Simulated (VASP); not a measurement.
VASP ran on this input.

INCAR:
```
IBRION  =  2   ! conjugate gradients
ISIF  =  3   ! ions, shape and volume
SIGMA  =  0.05   ! width (eV)
LASPH  =  T   ! aspherical one-centre terms
MAGMOM  =  2*-3.0 2*3.0 6*0.0
ENCUT  =  520
LMAXMIX  =  4
NSW  =  60
LREAL  =  F   ! projection in real space or not
LWAVE  =  F
ISPIN  =  2   ! spin-polarised
NELM  =  100
PREC  =  Accurate
ISMEAR  =  0
LORBIT  =  10
LCHARG  =  F
EDIFF  =  1E-6   ! SCF stop (eV)
SYSTEM  =  Cr2O3
EDIFFG  =  -0.02   ! ionic stop
ALGO  =  Normal   ! blocked Davidson
```

File KPOINTS:
```
kpoints
0
gamma
  5 5 5
0 0 0
```

POSCAR:
```
Cr2O3
1
    4.8066439534    -2.3523280786     0.0949258349
    4.8066439534     2.3523280786     0.0949258349
    3.5787135319    -0.0000000000     3.9798364279
Cr O
4 6
Direct
  0.8406453937   0.8406453937   0.8406453936
  0.3406453937   0.3406453937   0.3406453936
  0.1593546063   0.1593546063   0.1593546064
  0.6593546063   0.6593546063   0.6593546064
  0.4266904518   0.0733095482   0.7500000000
  0.0733095482   0.7500000000   0.4266904518
  0.5733095482   0.9266904518   0.2500000000
  0.2500000000   0.5733095482   0.9266904518
  0.9266904518   0.2500000000   0.5733095482
  0.7500000000   0.4266904518   0.0733095482
```

POTCAR, in this order: Cr_pv O (LDA.64 set). Program: vasp_std.

Write an equivalent input for Quantum ESPRESSO's pw.x.

One equivalent input (not run):
```
&CONTROL
  calculation = 'vc-relax'
  pseudo_dir = './pseudo'
  outdir = './out'
  tprnfor = .true.
  tstress = .true.
  nstep = 60
  forc_conv_thr = 0.00078
/
&SYSTEM
  ibrav = 0
  nat = 10
  ntyp = 3
  ecutwfc = 94
  occupations = 'smearing'
  smearing = 'gaussian'
  degauss = 0.003675
  input_dft = 'pz'
  nspin = 2
  starting_magnetization(1) = -0.3
  starting_magnetization(2) = 0.3
/
&ELECTRONS
  conv_thr = 7.3e-08
  electron_maxstep = 100
/
&IONS
/
&CELL
/
ATOMIC_SPECIES
  Cr1 51.996 Cr.upf
  Cr2 51.996 Cr.upf
  O 15.999 O.upf
CELL_PARAMETERS angstrom
     4.8066440   -2.3523281    0.0949258
     4.8066440    2.3523281    0.0949258
     3.5787135   -0.0000000    3.9798364
ATOMIC_POSITIONS crystal
  Cr1  0.8406454  0.8406454  0.8406454
  Cr1  0.3406454  0.3406454  0.3406454
  Cr2  0.1593546  0.1593546  0.1593546
  Cr2  0.6593546  0.6593546  0.6593546
  O    0.4266905  0.0733095  0.7500000
  O    0.0733095  0.7500000  0.4266905
  O    0.5733095  0.9266905  0.2500000
  O    0.2500000  0.5733095  0.9266905
  O    0.9266905  0.2500000  0.5733095
  O    0.7500000  0.4266905  0.0733095
K_POINTS automatic
  5 5 5 0 0 0
```
What does not carry over: the potentials are each code's own (VASP's PAW set, PseudoDojo norm-conserving files in pw.x), so ENCUT and ecutwfc are chosen apart and not converted; conv_thr bounds pw.x's estimated SCF error, while EDIFF bounds the energy change between steps; starting_magnetization is a fraction of the valence charge and MAGMOM a moment in μB, so they match only roughly; forc_conv_thr acts on force components and is met together with etot_conv_thr.

The compound is Cr2O3 in the corundum structure. This run relaxes it. Symmetry was kept, so distortions that lower it aren't found. The start is the result of an earlier pass.
